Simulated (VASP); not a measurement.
HgTe: transverse stress against strain

HgTe (zinc blende, F-43m, 34.573 Å³/atom and stress up to 0.01 GPa in the relaxed cell, cube axes along x, y and z) under a strain ε along a cube axis (axis z), the other axes held. PBEsol in VASP (plane waves, PAW), 480 eV, 8×8×8 Γ-centred mesh, Methfessel-Paxton smearing 0.10 eV; ions are relaxed, or left where forces stay under 0.02 eV/Å, within the symmetry of each cell. Stress is positive for a compressed cell.

Here s stands for strain and y for stress xx.

| strain (%) | stress xx (GPa) |
|---|---|
| -1.50 | 0.60 |
| -1.00 | 0.39 |
| -0.50 | 0.20 |
| 0.00 | 0.01 |
| 0.50 | -0.17 |
| 1.00 | -0.34 |
| 1.50 | -0.51 |
| 3.00 | ? |

Taking a straight line for y over the 7 complete rows: Means: s 0, y 0.026. About the means, the sum of products is -2.5800 and the sum of squares of s is 7.0000; the slope is their ratio. Least squares gives y = 0.026 - 0.3686·s. Residuals (row less fit): 0.021, -0.005, -0.010, -0.016, -0.012, 0.003, 0.017; standard error 0.016 (degrees of freedom: 5). The slope gives the elastic constant C12 = 36.9 ± 0.6 GPa (± standard error of the fit, which holds the terms cut off).

Task: Estimate the missing y (s = 3.00); what did the run itself give?

Result: y = 0.026 - 0.3686 × 3.0 = -1.080 GPa. The calculation gives -0.98 GPa, 0.100 GPa above the prediction (6.3 % of the range of y in the table). The row lies outside the fitted rows, so this is an extrapolation. From the scatter of the fitted rows alone, a prediction at this place has a standard error of 0.025 GPa, so the miss is 4.0 times that.

A polynomial of degree 2 through the 12 other runs of the series gives -0.98 there, so most of the miss is curvature that the fit leaves out. This level leaves no gap over 0.05 eV at strain -1.00, -0.50, 0.00, 0.50, 1.00, 1.50, 3.00 %. Spin-orbit coupling is left out, which can shift these values for the heavy elements here. Rows are the converged runs of the series near zero and its far end, less any whose ions stayed unrelaxed beside relaxed ones; series whose fitted rows scatter by over a few per cent of the range, as at a crossing or softening among them, aren't shown in this form. Most that stay on the fit to the last digits aren't either.
